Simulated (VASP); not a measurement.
```
SnSe2
1.0
    3.83366     0.00000     0.00000
   -1.91683     3.32005     0.00000
    0.00000     0.00000     6.24790
Sn Se
1 2
Direct
  0.00000   0.00000   0.00000
  0.33333   0.66667   0.25212
  0.66667   0.33333   0.74788
```

Method: r2SCAN+rVV10 with spin-orbit coupling, VASP's PBE PAW potentials (set 64) (plane waves; VASP 6.6.1). Run with 400 eV cut-off, 6×6×3 Γ-centred mesh, Gaussian smearing of 0.050 eV, potentials Sn_d Se.

**Question.** Give the energies of bands 17 to 30 at the high-symmetry points, in eV from the valence-band maximum.

**Answer.** 
| band | Γ | M | K | A | L | H |
|---|---|---|---|---|---|---|
| 17 | -0.87 | -4.45 | -3.65 | -2.17 | -4.89 | -4.16 |
| 18 | -0.87 | -4.45 | -3.65 | -2.17 | -4.89 | -4.16 |
| 19 | -0.49 | -2.99 | -3.65 | -0.87 | -2.46 | -4.16 |
| 20 | -0.49 | -2.99 | -3.65 | -0.87 | -2.46 | -4.16 |
| 21 | -0.47 | -2.54 | -3.34 | -0.57 | -1.99 | -3.71 |
| 22 | -0.47 | -2.54 | -3.34 | -0.57 | -1.99 | -3.71 |
| 23 | -0.22 | -1.27 | -1.59 | -0.34 | -0.93 | -0.49 |
| 24 | -0.22 | -1.27 | -1.59 | -0.34 | -0.93 | -0.49 |
| 25 | -0.08 | -0.31 | -1.54 | -0.06 | -0.64 | -0.41 |
| 26 | -0.08 | -0.31 | -1.54 | -0.06 | -0.64 | -0.41 |
| 27 | 1.35 | 1.34 | 1.47 | 2.73 | 0.96 | 2.57 |
| 28 | 1.35 | 1.34 | 1.47 | 2.73 | 0.96 | 2.57 |
| 29 | 3.44 | 4.17 | 6.70 | 3.37 | 4.55 | 4.88 |
| 30 | 3.44 | 4.17 | 6.70 | 3.37 | 4.55 | 4.88 |

The gap is indirect, 0.91 eV, from the valence maximum at Γ-M at 0.25 to the conduction minimum at (0.50, 0.00, 0.33).

The structure comes from a measured SnSe2 entry (P-3m1) of the Crystallography Open Database, whose conditions weren't checked. It was relaxed first.
